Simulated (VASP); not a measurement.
# GeCN2: single point with PBEsol

The system is GeCN2.

```
CELL_PARAMETERS angstrom
1.79379 1.03565 4.92196
-1.79379 1.03565 4.92196
0.00000 -2.07129 4.92196
ATOMIC_POSITIONS crystal
Ge 0.00000 0.00000 0.00000
C 0.50000 0.50000 0.50000
N 0.41610 0.41610 0.41610
N 0.58390 0.58390 0.58390
```

The cell comes from a database or a generator and needn't be the stable form of this composition.

| Item | Value |
| --- | --- |
| Program | VASP 6.6.1 |
| Task | single point |
| Functional | PBEsol |
| Potentials or basis | VASP PAW PBE potentials, release 64 (Ge_d, C, N) |
| Cutoff | 520 eV |
| k mesh | 6 × 6 × 6 |
| Occupations | gaussian, width 0.1 eV |
| Spin | no spin polarisation |
| Dipole correction | no |
| Further INCAR settings | ALGO = Normal; EDIFF = 1e-07; NBANDS = 22 |

```yaml
Pressure: -3.1 GPa
Largest_force: 0.187 eV/Å
Band_gap_on_the_k_mesh: 0.92 eV, indirect (least direct gap 1.94 eV)
```

Forces on the atoms (eV/Å):
```
Ge   0.000  0.000  0.000
C    0.000  0.000  0.000
N    0.000  0.000 -0.187
N    0.000  0.000  0.187
```

Stress tensor (GPa, compression positive):
```
-3.33  0.00  0.00
 0.00 -3.33  0.00
 0.00  0.00 -2.56
```

Levels at points of the mesh, in eV from the valence-band top:
```
           k point  band 10  band 11  band 12  band 13  band 14  band 15  band 16  band 17  band 18  band 19
(0.00, 0.00, 0.00)    -5.22    -5.22    -2.10    -1.92    -1.92     2.43     3.21     3.21     4.89     7.22
(0.50, 0.00, 0.00)    -5.53    -5.38    -3.91    -3.29    -3.24     2.77     4.96     5.17     5.54     5.75
(0.50, 0.50, 0.00)    -6.48    -5.85    -5.74    -1.77    -0.02     1.99     2.06     3.94     6.28     6.58
(0.50, 0.50, 0.50)    -5.21    -5.21    -2.01    -2.01    -1.09     0.92     4.72     4.72     4.95     4.95
```

Wall time 72 s on 1 thread of Intel(R) Xeon(R) Platinum 8375C CPU @ 2.90GHz (Ice Lake), with other jobs on the host, peak memory 0.25 GiB.

Caveat: the standard files for N, O and F lose accuracy on very short bonds; the PAW data sets were made with another functional, which shifts forces and pressure a little. A k mesh can miss the band edges.
